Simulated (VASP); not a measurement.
Output of a VASP run:

OSZICAR:
```
       N       E                     dE             d eps       ncg     rms          rms(c)
DAV:   1    -0.583069593369E+01   -0.58307E+01   -0.34484E+03   752   0.715E+02
DAV:   2    -0.201108297149E+02   -0.14280E+02   -0.13953E+02  1128   0.838E+01
DAV:   3    -0.203461825276E+02   -0.23535E+00   -0.22461E+00   840   0.124E+01
DAV:   4    -0.203469229776E+02   -0.74045E-03   -0.73245E-03  1216   0.548E-01
DAV:   5    -0.203469234030E+02   -0.42542E-06   -0.42537E-06   880   0.648E-03    0.397E+00
DAV:   6    -0.184494811881E+02    0.18974E+01   -0.30251E-01   784   0.479E+00    0.250E+00
DAV:   7    -0.192857051430E+02   -0.83622E+00   -0.44677E-01   784   0.551E+00    0.524E-01
DAV:   8    -0.186075468725E+02    0.67816E+00   -0.20224E-01   792   0.451E+00    0.354E-01
DAV:   9    -0.186165450021E+02   -0.89981E-02   -0.42533E-02   752   0.212E+00    0.323E-01
DAV:  10    -0.186147652009E+02    0.17798E-02   -0.65383E-02   752   0.220E+00    0.108E-01
DAV:  11    -0.186147814900E+02   -0.16289E-04   -0.24388E-03   936   0.526E-01    0.715E-02
DAV:  12    -0.186144297804E+02    0.35171E-03   -0.38379E-04   824   0.183E-01    0.904E-02
DAV:  13    -0.186151708084E+02   -0.74103E-03   -0.19176E-03   800   0.312E-01    0.149E-02
DAV:  14    -0.186152936223E+02   -0.12281E-03   -0.14942E-04   912   0.126E-01    0.105E-02
DAV:  15    -0.186152927630E+02    0.85928E-06   -0.22628E-07   896   0.540E-03
   1 F= -.18615293E+02 E0= -.18615223E+02  d E =-.186153E+02
       N       E                     dE             d eps       ncg     rms          rms(c)
DAV:   1    -0.186155550026E+02   -0.26138E-03   -0.41677E-03   752   0.437E-01    0.723E-02
DAV:   2    -0.186154260207E+02    0.12898E-03   -0.30824E-04   768   0.117E-01    0.300E-02
DAV:   3    -0.186154359604E+02   -0.99397E-05   -0.15030E-04   816   0.815E-02    0.134E-02
DAV:   4    -0.186154183648E+02    0.17596E-04   -0.18732E-05   768   0.359E-02    0.665E-03
DAV:   5    -0.186154293658E+02   -0.11001E-04   -0.68929E-06   768   0.243E-02    0.472E-03
DAV:   6    -0.186154166137E+02    0.12752E-04   -0.60776E-06   768   0.212E-02    0.115E-03
DAV:   7    -0.186154216905E+02   -0.50768E-05   -0.14652E-06   728   0.122E-02    0.770E-04
DAV:   8    -0.186154200857E+02    0.16048E-05   -0.91169E-08   400   0.303E-03    0.111E-04
DAV:   9    -0.186154203890E+02   -0.30322E-06   -0.47584E-09   400   0.732E-04
   2 F= -.18615420E+02 E0= -.18615346E+02  d E =-.127626E-03
```

File OUTCAR:
```
------------------------ aborting loop because EDIFF is reached ----------------------------------------
  FORCE on cell =-STRESS in cart. coord.  units (eV):
  Direction    XX          YY          ZZ          XY          YZ          ZX
  --------------------------------------------------------------------------------------
  Total        0.0168558      0.0168558      0.0168558      0.0000000      0.0000000      0.0000000
  in kB        0.9397946      0.9397946      0.9397946      0.0000000      0.0000000      0.0000000
  external PRESSURE =       0.9397946 kB  Pullay stress =       0.0000000 kB
  volume of cell :       28.74
      direct lattice vectors                 reciprocal lattice vectors
    -0.000000000  2.431078896  2.431078896    -0.205670001  0.205670001  0.205670001
     2.431078896 -0.000000000  2.431078896     0.205670001 -0.205670001  0.205670001
     2.431078896  2.431078896 -0.000000000     0.205670001  0.205670001 -0.205670001
 POSITION                                       TOTAL-FORCE (eV/Angst)
 -----------------------------------------------------------------------------------
      2.43108      2.43108      4.86216         0.000000      0.000000      0.000000
      1.21554      1.21554      1.21554         0.000000     -0.000000     -0.000000
      3.64662      3.64662      3.64662        -0.000000     -0.000000     -0.000000
 -----------------------------------------------------------------------------------
    total drift:                               -0.000000     -0.000000     -0.000000
  FREE ENERGIE OF THE ION-ELECTRON SYSTEM (eV)
  ---------------------------------------------------
  free  energy   TOTEN  =       -18.6154203890 eV

  energy  without entropy=      -18.6151978933  energy(sigma->0) =      -18.61534622

 reached required accuracy - stopping structural energy minimisation
```
(Selected blocks of OUTCAR.)

POSCAR:
```
H2Se
1
   -0.0000000000     2.4285050656     2.4285050656
    2.4285050656    -0.0000000000     2.4285050656
    2.4285050656     2.4285050656     0.0000000000
Se H
1 2
Direct
  0.0000000000   0.0000000000   0.0000000000
  0.2500000000   0.2500000000   0.2500000000
  0.7500000000   0.7500000000   0.7500000000
```

Question: Reconstruct the remaining input files.

Answer: Several could match; the one computed here: the input of the run itself, r2SCAN meta-GGA, plane waves, VASP's PBE PAW potentials (set 64).

INCAR:
```
ALGO = Normal
EDIFF = 1E-6
EDIFFG = -0.02
ENCUT = 400
IBRION = 2
ISIF = 3
ISMEAR = 1
LASPH = .TRUE.
LCHARG = .FALSE.
LMAXMIX = 4
LMIXTAU = .TRUE.
LREAL = .FALSE.
LWAVE = .FALSE.
METAGGA = R2SCAN
NELM = 100
NSW = 60
PREC = Accurate
SIGMA = 0.1
SYSTEM = H2Se
```

### KPOINTS
```
kpoints
0
G
10 10 10
0 0 0
```

POTCAR, in this order: Se H (PBE.64 set). Program: vasp_std.

The structure comes from a measured H2Se entry (Fm-3m) of the Crystallography Open Database, whose conditions weren't checked. This run relaxes it. Symmetry was kept, so distortions that lower it aren't found. The start is the result of an earlier pass.
